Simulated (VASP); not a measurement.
A run of VASP 6.6.1:

Contents of INCAR:

```
PREC = Accurate ; ENCUT = 520
EDIFF = 1E-6 ; ISMEAR = -1
SIGMA = 0.02 ; LREAL = Auto
LASPH = True ; NELM = 100
ALGO = Normal ; ISIF = 2
LWAVE = False ; LCHARG = False
GGA = PE ; IVDW = 12
NBANDS = 73
```

The input KPOINTS:

```
Automatic mesh
0
Gamma
  1 1 1
```

Contents of POSCAR:

```
H8C3O2
1.0
    7.1348020000      0.0000000000      0.0000000000
    0.0000000000      7.1348020000      0.0000000000
    0.0000000000      0.0000000000      7.1348020000
C O H
9 6 24
Direct
    0.0709136735      0.8966442276      0.9226615702
    0.5026298089      0.5231591071      0.5573818074
    0.4081061943      0.4116451514      0.4039602418
    0.5824582923      0.8390080644      0.1636671907
    0.5104056273      0.9117152705     -0.0229552077
    0.8606056936      0.5034650293      0.8349860151
    1.0311326622      0.5109173706      0.7071161661
    1.0535947991      0.2505209915      0.1616622330
    0.8690767399      0.2952410123      0.2593819316
    0.0578442629      0.8207927640      1.0678404289
    0.0883225916      0.9732304856      0.7790140629
    0.4605039825      0.2166157260      0.4251367112
    0.6682420304      0.9709547517     -0.1321277727
    0.9812359984      0.6277215206      0.5504571840
    0.8458786552      0.1690432183      0.4132480596
    0.4183699480      0.1493296724      0.3143797686
    0.2545899328      0.4218368086      0.4141087406
    0.4504635849      0.4628311555      0.2636281399
    0.4471922153      0.6673970080      0.5610636061
    0.4743838552      0.4574077210      0.6945702825
    0.6545840137      0.5318728609      0.5369011222
    0.6243181650      1.0079203451     -0.2559010377
    0.4314208295      0.8003985105     -0.0971095098
    0.4125581058      1.0307167867     -0.0024847212
    0.4654638370      0.8117914437      0.2602025310
    0.6608871246      0.7080890260      0.1458214757
    0.6792243692      0.9398947240      0.2295683440
    1.0907334104      0.6446762886      0.4709291969
    1.1531544193      0.5710751252      0.7813133019
    1.0709492157      0.3692477214      0.6597357914
    0.9015430288      0.4975842879      0.9817952251
    0.7791093226      0.6323938538      0.8161204057
    0.7726641069      0.3819901910      0.8043050413
    0.7121323570      0.1781895964      0.4447454294
    0.8687666354      0.4410708413      0.3109373397
    0.7517642673      0.2795952924      0.1596812103
    1.1362097574      0.3765378196      0.1311483841
    1.1350309566      0.1582291535      0.2546547037
    1.0299632293      0.1798602757      0.0281850064
```

Potentials or basis: VASP PAW PBE potentials, release 64 (C, O, H).

Command:

```bash
$ cat potpaw_PBE.64/C/POTCAR potpaw_PBE.64/O/POTCAR potpaw_PBE.64/H/POTCAR > POTCAR
$ mpirun -np 1 vasp_gam > vasp.out
```

Hardware: 1 thread of Intel(R) Xeon(R) 6975P-C (Granite Rapids) (shared host).

Q: Estimate the wall time of this run.

A: It took 28 s on 1 thread of Intel(R) Xeon(R) 6975P-C (Granite Rapids) (shared host), peak memory 0.35 GiB. Counts: scf iterations 17, k points 1.
